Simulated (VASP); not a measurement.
Given:

```xyz
6
Lattice="1.6601 -2.8753 0.0000 1.6601 2.8753 0.0000 0.0000 0.0000 14.0406" Properties=species:S:1:pos:R:3 pbc="T T T"
Mo     1.6601     0.9584     3.5101
Mo     1.6601    -0.9584    10.5304
Se     1.6601     0.9584    12.2016
Se     1.6601    -0.9584     5.1813
Se     1.6601    -0.9584     1.8390
Se     1.6601     0.9584     8.8593
```

All values below come from PBE GGA, VASP's PBE PAW potentials (set 64) (plane waves; VASP). Settings: 400 eV cut-off, 7×7×2 Γ-centred mesh, Gaussian smearing of 0.050 eV, potentials Mo_sv Se.

Without a dispersion term in the relaxation, distances and binding between the weakly bound layers, chains or molecules are unreliable, and so is what depends on them.

Question: Predict the energy per atom (σ→0).

Answer: 
- energy per atom (σ→0): -6.661 eV/atom

Total energies compare only between runs with the same potentials, cut-off and functional.

The compound is MoSe2 in the 2H layered structure. It was relaxed first, which changed the volume by +11 %. The start is the result of an earlier pass.
